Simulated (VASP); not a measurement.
All values below come from revTPSS meta-GGA, VASP's PBE PAW potentials (set 64) (plane waves; VASP).

VASP input:

### INCAR
```
# general
SYSTEM   =  Cd atom
PREC     =  Normal
ENCUT    =  520
LREAL    =  F
LASPH    =  T
ISYM     =  0

# electronic loop
EDIFF    =  1E-6
NELM     =  200
ALGO     =  All
LMAXMIX  =  4
LMIXTAU  =  T

# smearing
ISMEAR   =  0
SIGMA    =  0.01

# functional
METAGGA  =  RTPSS

# spin
ISPIN    =  2
MAGMOM   =  0
NUPDOWN  =  0

# output
LWAVE    =  F
LCHARG   =  F
LORBIT   =  10
```

File POSCAR:
```
Cd atom
13.0
  0.9230769231   0.0000000000   0.0000000000
  0.0000000000   0.9615384615   0.0000000000
  0.0000000000   0.0000000000   1.0000000000
Cd
1
Cartesian
  0.0000000000   0.0000000000   0.0000000000
```

**KPOINTS**
```
kpoints
0
Gamma
  1 1 1
```

POTCAR, in this order: Cd (PBE.64 set). Program: vasp_gam. Read from the step before: WAVECAR.

Task: What will the output report for the number of irreducible k-points (NKPTS), largest plane-wave count, FFT grid (NGX, NGY, NGZ)?

Result: 
The number of irreducible k-points (NKPTS) comes out as 1 and the largest plane-wave count is 26244. The FFT grid (NGX, NGY, NGZ) is 70 × 70 × 80.

The cell is a free atom in a box.
